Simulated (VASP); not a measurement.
VASP runs on Rb (space group Im-3m) share one base input (PBE GGA, plane waves, VASP's PBE PAW potentials (set 64)) and change the settings named in each case.

INCAR:
```
! general
SYSTEM   =  Rb
PREC     =  Accurate
ENCUT    =  300
LREAL    =  .FALSE.
LASPH    =  .TRUE.   ! aspherical one-centre terms

! electronic loop
EDIFF    =  1E-6   ! SCF stop (eV)
NELM     =  100
ALGO     =  Normal
LMAXMIX  =  4   ! l cut-off of mixed one-centre charges

! smearing
ISMEAR   =  -1
SIGMA    =  0.05

! functional
GGA      =  PE

! ions
ISIF     =  2

! output
LWAVE    =  .FALSE.
LCHARG   =  .FALSE.
```

POSCAR:
```
Rb
1
   -2.8250000000     2.8250000000     2.8250000000
    2.8250000000    -2.8250000000     2.8250000000
    2.8250000000     2.8250000000    -2.8250000000
Rb
1
Direct
  0.0000000000   0.0000000000   0.0000000000
```

### KPOINTS
```
Automatic mesh
0
G
 11 11 11
```

POTCAR, in this order: Rb_sv (PBE.64 set). Program: vasp_std.

| change | E(σ→0) (eV/atom) | pressure (GPa) | −TS (eV) |
|---|---|---|---|
| base run | -0.9374 | -0.01 | -0.0065 |
| GGA removed, POTCAR Rb_sv (LDA.64 set) | -1.0437 | -0.45 | -0.0065 |
| GGA_COMPAT = .FALSE., LNONCOLLINEAR = .TRUE., LSORBIT = .TRUE., MAGMOM = 0.0 0.0 0.0, program vasp_ncl | -0.9634 | -0.03 | -0.0065 |
| KPOINTS 4×4×4 Γ-centred mesh | -0.8746 | 0.07 | -0.0263 |
 Energies of different potentials or functionals have different zeros.  At 300 eV the pressure can carry a Pulay error.

Left out are runs that ran out of time, are held back, or changed the cell or the kind of run, fixed moments of cells without a moment, rows past the twelfth, gaps on odd meshes, pressures of charged cells and columns that move by less than the noise.

The structure is a typed Rb crystal (Im-3m). The cell was not relaxed at this level.
